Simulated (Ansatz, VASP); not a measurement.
# One calculation of Ca2Re, two programs

```xyz
3
Lattice="5.2274 0.0000 0.0000 -2.6137 4.5270 0.0000 0.0000 0.0000 2.7927" Properties=species:S:1:pos:R:3 pbc="T T T"
Ca    0.0000    3.0180    1.3963
Ca    2.6137    1.5090    1.3963
Re    0.0000    0.0000    0.0000
```

Alike in both runs: functional PBE; k mesh 12 × 12 × 10; occupations gaussian, width 0.1 eV; no spin polarisation.

Ansatz relaxed the structure, and its values are those at the end. VASP's run is a single point on that final structure, the one shown.

```csv
,VASP,Ansatz
version,VASP 6.6.1,Ansatz 0.2.0
potentials or method,"VASP PAW PBE potentials, release 64 (Ca_sv, Re)","scalar-relativistic, plane waves, PAW"
plane-wave cutoff (eV),520,420
valence electrons in the cell,27,35
```

|  | VASP | Ansatz | Ansatz less VASP |
| --- | --- | --- | --- |
| gap on the k mesh at the Fermi level (eV) | none | none | - |
| pressure (GPa) | 0.0 | 0.0 | -0.01 |

A gap of «none» marks a metal or a gap that the smearing closes. With one functional, cell and mesh, what is left measures potentials, basis and numerics. The two sets of potentials don't hold the same shells in valence.

Spin-orbit coupling is left out, which matters for the levels of Re.
